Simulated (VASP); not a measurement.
Given:

```yaml
crystal:
  lattice:
    - [2.26594, 0.00000, 0.00000]
    - [-1.13297, 1.96236, 0.00000]
    - [0.00000, 0.00000, 3.56149]
  atoms:
    - { symbol: Be, position: [0.66667, 0.33333, 0.75000] }
    - { symbol: Be, position: [0.33333, 0.66667, 0.25000] }
```

Computed with r2SCAN meta-GGA, VASP's PBE PAW potentials (set 64) (plane waves; VASP). Run with 480 eV cut-off, 17×17×9 Γ-centred mesh, first-order Methfessel-Paxton smearing of 0.10 eV, potentials Be.

Task: Estimate the energy per atom (σ→0), band gap (on the k-mesh) with the smallest direct gap where there is one.

Result: 
```json
{
  "band gap (on the k-mesh)": "none (metal, semimetal or under 0.01 eV)",
  "energy per atom (σ→0)": "-4.338 eV/atom"
}
```

The compound is Be in the hcp structure. It was relaxed first. The start is the result of an earlier pass.
